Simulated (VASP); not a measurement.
Data:

```
ZrB2
1.0
    1.58304    -2.74191     0.00000
    1.58304     2.74191     0.00000
    0.00000     0.00000     3.55639
Zr B
1 2
Direct
  0.00000   0.00000   0.00000
  0.33333   0.66667   0.50000
  0.66667   0.33333   0.50000
```

Level of theory: r2SCAN meta-GGA, VASP's PBE PAW potentials (set 64) (plane waves; VASP). Settings: 520 eV cut-off, 12×12×10 Γ-centred mesh, tetrahedra with Blöchl corrections, potentials Zr_sv B.

The cores are frozen, which limits the accuracy of field gradients.

Question: Give the principal components of the electric field gradient (V/Å²) and the asymmetry η at each nucleus.

Answer: 
```
atom    Vxx    Vyy   Vzz     η
----  -----  -----  ----  ----
Zr1   -19.7  -19.7  39.5  0.00
B2     -1.1   -1.1   2.2  0.00
B3     -1.1   -1.1   2.2  0.00
```

The compound is ZrB2 in the AlB2 type structure. It was relaxed first.
